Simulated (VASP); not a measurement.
# GW on WS2 (Tungstenite), part 3 of 4

Aim: the quasiparticle gap of WS2 (Tungstenite), and what it costs to get it. The cell has space group P6_3/mmc. The start is a cell from a database of measured crystal structures.

VASP 6.6.1, plane waves and PAW; the level of theory is named at each step.

So far, quasiparticle gap on the mesh (eV): step 4 (G0W0, ENCUTGW 80, bands in the sums 184) 1.55. Also gap on the k-mesh (eV): step 3 (empty bands) 1.05.

The database entry behind the starting cell differs from later determinations by our own check (an axis about 1.4 % long against later determinations), so it need not match the best structure at ambient conditions.

### 6. G0W0, ENCUTGW 110, bands in the sums 288

This step: G0W0 on PBE, no spin polarisation; plane waves and PAW (W_sv_GW, S_GW) (VASP 6.6.1).

ENCUTGW rises to 110 eV and the bands with it, to about the number of plane waves under that cutoff.

Contents of INCAR:

```
SYSTEM = WS2
PREC = Accurate
ENCUT = 340
ISMEAR = 0
SIGMA = 0.01
LREAL = .FALSE.
GGA = PE
NBANDS = 288
LASPH = .TRUE.
ALGO = EVGW0
NELMGW = 1
ENCUTGW = 110
NOMEGA = 48
PRECFOCK = Fast
NBANDSGW = 40
LWAVE = .FALSE.
LCHARG = .FALSE.
```

Contents of POSCAR:

```
WS2
1.0
    3.1800000000      0.0000000000      0.0000000000
   -1.5900000000      2.7539607840      0.0000000000
    0.0000000000      0.0000000000     12.5000000000
W S
2 4
Direct
    0.3333333333      0.6666666667      0.2500000000
    0.6666666667      0.3333333333      0.7500000000
    0.3333333333      0.6666666667      0.6250000000
    0.6666666667      0.3333333333      0.1250000000
    0.3333333333      0.6666666667      0.8750000000
    0.6666666667      0.3333333333      0.3750000000
```

Contents of KPOINTS:

```
Automatic mesh
0
Gamma
6 6 2
0 0 0
```

PAW data sets: W_sv_GW and S_GW (PBE family, release 64).

On the command line:

```sh
$ mpirun -np 8 vasp_std
```

Log:

```text
[banner, memory and clock lines left out]
running    8 mpi-ranks, on    1 nodes
[...]
[... a notice as in an earlier step ...]

|                                                                             |
|           W    W    AA    RRRRR   N    N  II  N    N   GGGG   !!!           |
|           W    W   A  A   R    R  NN   N  II  NN   N  G    G  !!!           |
|           W    W  A    A  R    R  N N  N  II  N N  N  G       !!!           |
|           W WW W  AAAAAA  RRRRR   N  N N  II  N  N N  G  GGG   !            |
|           WW  WW  A    A  R   R   N   NN  II  N   NN  G    G                |
|           W    W  A    A  R    R  N    N  II  N    N   GGGG   !!!           |
|                                                                             |
|     The default for ENCUTGWSOFT is different in this version of VASP.       |
|     please manually set ENCUTGWSOFT =110 in the INCAR file.                 |
|                                                                             |

[...]
total number of BLAS operations      11969.17 Gflops
NQ=  10    0.3333    0.0000    0.5000,
|.........|.........|.........|.........|.........|.........|.........|.........
 performed      20357000 updates of chi_q(r,r)
 total number of BLAS operations      13472.70 Gflops
NQ=  11    0.5000    0.0000    0.5000,
|.........|.........|.........|.........|.........|.........|.........|.........
 performed      22121000 updates of chi_q(r,r)
 total number of BLAS operations      14643.40 Gflops
NQ=  12    0.1667    0.1667    0.5000,
|.........|.........|.........|.........|.........|.........|.........|.........
 performed      24484000 updates of chi_q(r,r)
 total number of BLAS operations      16125.68 Gflops
NQ=  13    0.3333    0.1667    0.5000,
|.........|.........|.........|.........|.........|.........|.........|.........
 performed      27123000 updates of chi_q(r,r)
 total number of BLAS operations      17877.33 Gflops
NQ=  14    0.3333    0.3333    0.5000,
|.........|.........|.........|.........|.........|.........|.........|.........
 performed      28656000 updates of chi_q(r,r)
 total number of BLAS operations      18853.17 Gflops
 resolving degeneracies of screened two electron integrals

 calculate QP shifts <psi_nk| G(iteration)W_0 |psi_nk>: iteration 1
 entering main loop
[key lines of the parts left out:]
E-fermi :   8.0179
```

Wall time 7.1 min (8 MPI ranks of Intel Xeon 6975P-C (Granite Rapids), shared host); peak memory 2.9 GiB.

OUTCAR, selected parts (step 6):

```text
 QP shifts <psi_nk| G(iteration)W_0 |psi_nk>: iteration 1
 for sc-GW calculations column KS-energies equals QP-energies in previous step
 and V_xc(KS)=  KS-energies - (<T + V_ion + V_H > + <T+V_H+V_ion>^1  + <V_x>^1)
 k-point   1 :       0.0000    0.0000    0.0000
  band No.  KS-energies  QP-energies   sigma(KS)   V_xc(KS)     V^pw_x(r,r')   Z            occupation Imag(sigma)
    ...
     23       5.2297       4.9547     -15.5330     -15.1770     -17.1534       0.7726       2.0000       0.2730
     24       5.9234       5.4577     -14.3006     -13.6979     -16.2995       0.7727       2.0000       0.2964
     25       6.4038       6.1762     -14.3240     -14.0306     -15.2612       0.7758       2.0000       0.2131
     26       7.4947       7.3941     -15.3197     -15.1895     -15.8722       0.7719       2.0000       0.1440
     27       9.7386      10.3706     -14.1067     -14.9206     -10.2770       0.7764       0.0000      -0.3234
     28       9.7386      10.3706     -14.1067     -14.9206     -10.2770       0.7764       0.0000      -0.3234
     29       9.7463      10.3723     -14.0420     -14.8480     -10.1997       0.7767       0.0000      -0.3243
     30       9.7463      10.3723     -14.0420     -14.8480     -10.1997       0.7767       0.0000      -0.3243
    ...

[... 1 part as in an earlier step ...]

[... 2 further parts left out ...]
[key lines of the parts left out:]
E-fermi :   8.0179
```

The gap is now 1.580 eV, +34 meV against the GW run before. Spin-orbit coupling is left out. VASP warns that the automatic setting of its frequency mesh failed and advises more k points, so the value is in doubt.

### 7. Empty bands

This step: PBE, no spin polarisation; plane waves and PAW (W_sv_GW, S_GW) (VASP 6.6.1).

The empty bands are made again, for the run that follows.

Contents of INCAR:

```
SYSTEM = WS2
PREC = Accurate
ENCUT = 340
ISMEAR = 0
SIGMA = 0.01
LREAL = .FALSE.
GGA = PE
NBANDS = 416
LASPH = .TRUE.
ALGO = Exact
NELM = 1
LWAVE = .TRUE.
LCHARG = .FALSE.
LOPTICS = .TRUE.
NEDOS = 1000
CSHIFT = 0.1
```

POSCAR is that of step 6.

KPOINTS is that of step 6.

On the command line:

```sh
$ mpirun -np 8 vasp_std
```

Log:

```text
[banner, memory and clock lines left out]
running    8 mpi-ranks, on    1 nodes
[...]
[... a notice as in an earlier step ...]

 LDA part: xc-table for (Slater+PW92), standard interpolation
 found WAVECAR, reading the header
  number of bands has changed, file:    32 present:   416
  trying to continue reading WAVECAR, but it might fail
 POSCAR, INCAR and KPOINTS ok, starting setup
[...]
reading WAVECAR
 random initialization beyond band           32
 the WAVECAR file was read successfully
 initial charge from wavefunction
 entering main loop
       N       E                     dE             d eps       ncg     rms          rms(c)
[... 1 cycle as in an earlier step ...]
   1 F= -.51331907E+02 E0= -.51331907E+02  d E =-.498182E-35
 writing wavefunctions
 optical routines
 imaginary and real dielectric function
 recalculating local potential from charge density
 direction            1
 direction            2
 direction            3
```

It took 21 s on 8 MPI ranks; peak memory 2 GiB.

From OUTCAR (step 7):

```text
  Total        0.0187937      0.0187937      1.3286228     -0.0000000     -0.0000000      0.0000000
  in kB        0.2750610      0.2750610     19.4454236     -0.0000000     -0.0000000      0.0000000
  external PRESSURE =       6.6651819 kB  Pullay stress =       0.0000000 kB

 POSITION                                       TOTAL-FORCE (eV/Angst)
 -----------------------------------------------------------------------------------
     -0.00000      1.83597      3.12500         0.000000     -0.000000     -0.000000
      1.59000      0.91799      9.37500        -0.000000      0.000000     -0.000000
     -0.00000      1.83597      7.81250         0.000000     -0.000000     -0.157893
      1.59000      0.91799      1.56250         0.000000      0.000000     -0.157893
     -0.00000      1.83597     10.93750         0.000000     -0.000000      0.157893
      1.59000      0.91799      4.68750         0.000000     -0.000000      0.157893
 -----------------------------------------------------------------------------------
    total drift:                               -0.000000      0.000000     -0.000000

[... 3 parts as in an earlier step ...]

[... 2 further parts left out ...]
[key lines of the parts left out:]
E-fermi :   7.5794
```

WAVECAR now holds 416 bands for 52 electrons.

### 8. G0W0, ENCUTGW 140, bands in the sums 416

This step: G0W0 on PBE, no spin polarisation; plane waves and PAW (W_sv_GW, S_GW) (VASP 6.6.1).

ENCUTGW rises to 140 eV and the bands with it, to about the number of plane waves under that cutoff.

Contents of INCAR:

```
SYSTEM = WS2
PREC = Accurate
ENCUT = 340
ISMEAR = 0
SIGMA = 0.01
LREAL = .FALSE.
GGA = PE
NBANDS = 416
LASPH = .TRUE.
ALGO = EVGW0
NELMGW = 1
ENCUTGW = 140
NOMEGA = 48
PRECFOCK = Fast
NBANDSGW = 40
LWAVE = .FALSE.
LCHARG = .FALSE.
```

POSCAR is that of step 7.

KPOINTS is that of step 7.

On the command line:

```sh
$ mpirun -np 8 vasp_std
```

Log:

```text
[banner, memory and clock lines left out]
running    8 mpi-ranks, on    1 nodes
[...]
[... a notice as in an earlier step ...]

|                                                                             |
|           W    W    AA    RRRRR   N    N  II  N    N   GGGG   !!!           |
|           W    W   A  A   R    R  NN   N  II  NN   N  G    G  !!!           |
|           W    W  A    A  R    R  N N  N  II  N N  N  G       !!!           |
|           W WW W  AAAAAA  RRRRR   N  N N  II  N  N N  G  GGG   !            |
|           WW  WW  A    A  R   R   N   NN  II  N   NN  G    G                |
|           W    W  A    A  R    R  N    N  II  N    N   GGGG   !!!           |
|                                                                             |
|     The default for ENCUTGWSOFT is different in this version of VASP.       |
|     please manually set ENCUTGWSOFT =140 in the INCAR file.                 |
|                                                                             |

[...]
total number of BLAS operations      34979.59 Gflops
NQ=  10    0.3333    0.0000    0.5000,
|.........|.........|.........|.........|.........|.........|.........|.........
 performed      29837000 updates of chi_q(r,r)
 total number of BLAS operations      39628.51 Gflops
NQ=  11    0.5000    0.0000    0.5000,
|.........|.........|.........|.........|.........|.........|.........|.........
 performed      32428000 updates of chi_q(r,r)
 total number of BLAS operations      43216.56 Gflops
NQ=  12    0.1667    0.1667    0.5000,
|.........|.........|.........|.........|.........|.........|.........|.........
 performed      35884000 updates of chi_q(r,r)
 total number of BLAS operations      47910.94 Gflops
NQ=  13    0.3333    0.1667    0.5000,
|.........|.........|.........|.........|.........|.........|.........|.........
 performed      39740000 updates of chi_q(r,r)
 total number of BLAS operations      53352.98 Gflops
NQ=  14    0.3333    0.3333    0.5000,
|.........|.........|.........|.........|.........|.........|.........|.........
 performed      41998000 updates of chi_q(r,r)
 total number of BLAS operations      56632.44 Gflops
 resolving degeneracies of screened two electron integrals

 calculate QP shifts <psi_nk| G(iteration)W_0 |psi_nk>: iteration 1
 entering main loop
[key lines of the parts left out:]
E-fermi :   8.0179
```

It took 11 min on 8 MPI ranks; peak memory 3.9 GiB; 74 min of CPU time.

From OUTCAR (step 8):

```text
 QP shifts <psi_nk| G(iteration)W_0 |psi_nk>: iteration 1
 for sc-GW calculations column KS-energies equals QP-energies in previous step
 and V_xc(KS)=  KS-energies - (<T + V_ion + V_H > + <T+V_H+V_ion>^1  + <V_x>^1)
 k-point   1 :       0.0000    0.0000    0.0000
  band No.  KS-energies  QP-energies   sigma(KS)   V_xc(KS)     V^pw_x(r,r')   Z            occupation Imag(sigma)
    ...
     23       5.2297       4.8137     -15.7162     -15.1770     -17.1534       0.7715       2.0000       0.2684
     24       5.9234       5.3202     -14.4799     -13.6979     -16.2995       0.7714       2.0000       0.2936
     25       6.4038       6.0681     -14.4641     -14.0306     -15.2612       0.7746       2.0000       0.2093
     26       7.4947       7.2636     -15.4894     -15.1895     -15.8722       0.7704       2.0000       0.1398
     27       9.7386      10.2419     -14.2712     -14.9206     -10.2770       0.7750       0.0000      -0.3247
     28       9.7386      10.2419     -14.2712     -14.9206     -10.2770       0.7750       0.0000      -0.3247
     29       9.7463      10.2440     -14.2061     -14.8480     -10.1997       0.7753       0.0000      -0.3256
     30       9.7463      10.2440     -14.2061     -14.8480     -10.1997       0.7753       0.0000      -0.3256
    ...

[... 1 part as in an earlier step ...]

[... 2 further parts left out ...]
[key lines of the parts left out:]
E-fermi :   8.0179
```

The gap is now 1.603 eV, +22 meV against the GW run before. Spin-orbit coupling is left out. VASP warns that the automatic setting of its frequency mesh failed and advises more k points, so the value is in doubt.

(Part 3 of 4 ends here.)

[Lines on the potential files, build, host, timing and source positions are cut from VASP's logs without a mark.]

[Logs are printed without paths, hosts, clocks, repeated set-up lines and the standing remarks that a program may print on its own settings, such as how far it seeks lower states.]

[Hosts, paths, dates, database ids (printed as entryN), source tags and the programs' standing remarks are cut or masked in the printed files.]

[Pressures printed for these runs are not shown converged in the cutoff: they can be off by several GPa and have the wrong sign.]

[In band tables of VASP the shares of atoms and orbitals are scaled to a sum of 1 inside the atoms' spheres.]
